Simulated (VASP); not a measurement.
The system is ZnGeAs2.

```
Zn Ge As
1.0
     4.04554    0.00000    0.00000
     0.00000    4.04554    0.00000
     0.00000    0.00000    5.75165
Zn Ge As
1 1 2
Cartesian
  2.0228 2.0228 0.0000
  0.0000 0.0000 2.8758
  2.0228 0.0000 4.3569
  0.0000 2.0228 1.3948
```

Measurements of this composition are mostly on another form, of space group No. 122.

- Program: VASP 6.6.1
- Task: relaxation of cell and atoms
- Functional: LDA
- Potentials or basis: VASP PAW LDA potentials, release 64 (Zn, Ge_d, As)
- Cutoff: 600 eV
- k mesh: 3 × 3 × 3
- Occupations: gaussian, width 0.01 eV
- Spin: no spin polarisation

At the start: pressure -3.9 GPa; volume 23.53 Å³/atom.

Task: Where does the relaxation end?

Result: Over 9 steps the energy falls by 29.0 meV/atom and the volume is 21.97 Å³/atom (-6.7 %); space group P-4m2 (No. 115, to 0.05 Å).

Step by step:
```tsv
step	energy change (eV)	largest force (eV/Å)	pressure (GPa)	volume (Å³)
1	0.0000	0.0015	-3.90	94.13
2	-0.0845	0.1266	1.52	86.53
3	-0.0896	0.1017	0.32	87.90
4	-0.1000	0.0964	0.19	88.02
5	-0.1122	0.0107	-0.15	88.23
6	-0.1024	0.0945	-0.72	88.49
7	-0.1155	0.0226	-0.37	88.34
8	-0.1153	0.0027	0.45	87.31
9	-0.1161	0.0132	-0.03	87.86
```

Final structure:
```xyz
4
Lattice="4.0682 0.0000 0.0000 0.0000 4.0682 0.0000 0.0000 0.0000 5.3089" Properties=species:S:1:pos:R:3 pbc="T T T"
Zn    2.0341    2.0341    0.0000
Ge    0.0000    0.0000    2.6545
As    2.0341    0.0000    4.0416
As    4.0682    2.0341    1.2673
```

Caveat: the k mesh is coarse (spacing up to 0.52 Å⁻¹), so the values aren't converged.
